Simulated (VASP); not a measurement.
The system is InOs.

```xyz
4
Lattice="1.9353 -5.3094 0.0000 1.9353 5.3094 0.0000 0.0000 0.0000 4.3244" Properties=species:S:1:pos:R:3 pbc="T T T"
In    1.9353   -3.8228    1.0811
In    1.9353    3.8228    3.2433
Os    1.9353   -0.7646    1.0811
Os    1.9353    0.7646    3.2433
```

The cell was built by a generator and needn't be a form met in nature.

| Property | Result |
| --- | --- |
| Program | VASP 6.6.1 |
| Task | relaxation of the atoms |
| Functional | LDA |
| Potentials or basis | VASP PAW LDA potentials, release 64 (In_d, Os) |
| Cutoff | 520 eV |
| k mesh | 7 × 7 × 6 |
| Occupations | methfessel-paxton, width 0.1 eV |
| Spin | no spin polarisation |

At the start: pressure -21.8 GPa; volume 22.22 Å³/atom.

Q: Where does the relaxation end?

A: Over 17 steps the energy falls by 194.3 meV/atom; space group Cmcm (No. 63, to 0.05 Å).

The path:
```tsv
step	energy change (eV)	largest force (eV/Å)	pressure (GPa)
1	0.0000	2.0568	-21.84
2	-0.3788	1.6735	-18.64
3	0.0761	4.7470	-0.45
4	-0.5937	0.8971	-15.09
5	-0.6500	0.7094	-10.72
6	-0.6565	0.6615	-12.21
7	-0.6576	0.6734	-11.84
8	-0.7044	0.5118	-12.30
9	-0.7412	0.8786	-13.02
10	-0.7683	0.4683	-14.43
11	-0.7755	0.1404	-15.48
12	-0.7755	0.1264	-15.52
13	-0.7765	0.0739	-15.55
14	-0.7772	0.0116	-15.57
15	-0.7772	0.0113	-15.58
16	-0.7772	0.0090	-15.58
17	-0.7772	0.0029	-15.56
```

Final structure:
```
CELL_PARAMETERS angstrom
1.93527 -5.30944 0.00000
1.93527 5.30944 0.00000
0.00000 0.00000 4.32439
ATOMIC_POSITIONS crystal
In 0.84260 0.15740 0.25000
In 0.15740 0.84260 0.75000
Os 0.54905 0.45095 0.25000
Os 0.45095 0.54905 0.75000
```
